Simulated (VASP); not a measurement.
An input for Quantum ESPRESSO's pw.x (written as the equivalent of a VASP run, and not itself run):

```
&CONTROL
  calculation = 'vc-relax'
  pseudo_dir = './pseudo'
  outdir = './out'
  tprnfor = .true.
  tstress = .true.
  nstep = 60
  forc_conv_thr = 0.00078
/
&SYSTEM
  ibrav = 0
  nat = 4
  ntyp = 2
  ecutwfc = 84
  occupations = 'smearing'
  smearing = 'methfessel-paxton'
  degauss = 0.00735
  input_dft = 'vdw-df-ob86'
/
&ELECTRONS
  conv_thr = 7.3e-08
  electron_maxstep = 100
/
&IONS
/
&CELL
/
ATOMIC_SPECIES
  Sn 118.710 Sn.upf
  O 15.999 O.upf
CELL_PARAMETERS angstrom
     3.7906337    0.0000000    0.0000000
     0.0000000    3.7906337    0.0000000
     0.0000000   -0.0000000    4.6922625
ATOMIC_POSITIONS crystal
  Sn   0.5000000  1.0000000  0.7516129
  Sn   0.0000000  0.5000000  0.2483871
  O    0.5000000  0.5000000  0.0000000
  O    0.0000000  0.0000000  0.0000000
K_POINTS automatic
  7 7 6 0 0 0
```

Write the VASP files for the same calculation (optB86b-vdW).

Several could match; the one computed here: 
**INCAR**
```
SYSTEM = SnO
PREC = Accurate
ENCUT = 520
EDIFF = 1E-6
NELM = 100
ALGO = Normal
LREAL = .FALSE.
LASPH = .TRUE.
ISMEAR = 1
SIGMA = 0.1
GGA = MK
PARAM1 = 0.1234
PARAM2 = 1.0
LUSE_VDW = .TRUE.
AGGAC = 0.0
LMAXMIX = 4
LWAVE = .FALSE.
LCHARG = .FALSE.
IBRION = 2
ISIF = 3
NSW = 60
EDIFFG = -0.02
```

### KPOINTS
```
Automatic mesh
0
Gamma
7 7 6
0 0 0
```

**POSCAR**
```
SnO
1
    3.7906337445     0.0000000000     0.0000000000
    0.0000000000     3.7906337445     0.0000000000
    0.0000000000    -0.0000000000     4.6922624935
Sn O
2 2
Direct
  0.5000000000   1.0000000000   0.7516128518
  0.0000000000   0.5000000000   0.2483871482
  0.5000000000   0.5000000000   0.0000000000
  0.0000000000   0.0000000000   0.0000000000
```

POTCAR, in this order: Sn_d O (PBE.64 set). Program: vasp_std.

What does not carry over: the potentials are each code's own (VASP's PAW set, PseudoDojo norm-conserving files in pw.x), so ENCUT and ecutwfc are chosen apart and not converted; conv_thr bounds pw.x's estimated SCF error, while EDIFF bounds the energy change between steps; forc_conv_thr acts on force components and is met together with etot_conv_thr.

The compound is SnO in the litharge structure. This run relaxes it. Symmetry was kept, so distortions that lower it aren't found. The start is the result of an earlier pass.
